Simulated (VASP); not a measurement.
Wanted: the native input for a VASP 6.6.1 run.

* Task: single point
* Functional: LDA
* Potentials or basis: VASP PAW LDA potentials, release 64 (Bi_d)
* Cutoff: 520 eV
* k mesh: 18 × 18 × 18
* Occupations: gaussian, width 0.15 eV
* Spin: no spin polarisation
* Dipole correction: no
* Further INCAR settings: ALGO = Fast; EDIFF = 1e-06; NBANDS = 14

The structure of Bi lies in POSCAR:

```
Bi
1.0
   -2.1670905726      1.7957704910      1.9814305318
    2.1670905726     -1.7957704910      1.9814305318
    2.1670905726      1.7957704910     -1.9814305318
Bi
1
Direct
    0.0000000000      0.0000000000      0.0000000000
```

This isn't the form of Bi at room conditions, which is rhombohedral.

The cell isn't the ideal one: strain +0.0937 x Voigt [1, -1, 0, 0, 0, 0], atoms carried along.

One way to write it, as run:

INCAR

```
SYSTEM = Bi
ALGO = Fast
EDIFF = 1E-6
ENCUT = 520
GGA = CA
ISIF = 2
ISMEAR = 0
LASPH = .TRUE.
LCHARG = .TRUE.
LELF = .TRUE.
LREAL = .FALSE.
LVHAR = .TRUE.
LWAVE = .FALSE.
NBANDS = 14
NELM = 100
PREC = Accurate
SIGMA = 0.15
```

KPOINTS

```
k-points
0
G
  18 18 18
  0 0 0
```

Potentials or basis: VASP PAW LDA potentials, release 64 (Bi_d).

The run is started by

```sh
$ cat potpaw_LDA.64/Bi_d/POTCAR > POTCAR
$ mpirun -np 1 vasp_std > vasp.out
```

Results of the run:

```json
{
  "Pressure": "-2.4 GPa",
  "Band gap on the k mesh": "none (metal or under the smearing width)"
}
```

Caveat: spin-orbit coupling is left out, which moves the levels of the heavy elements.

It took 3.5 min on 1 thread of Intel(R) Xeon(R) Platinum 8488C (Sapphire Rapids), on a shared host, peak memory 0.41 GiB.
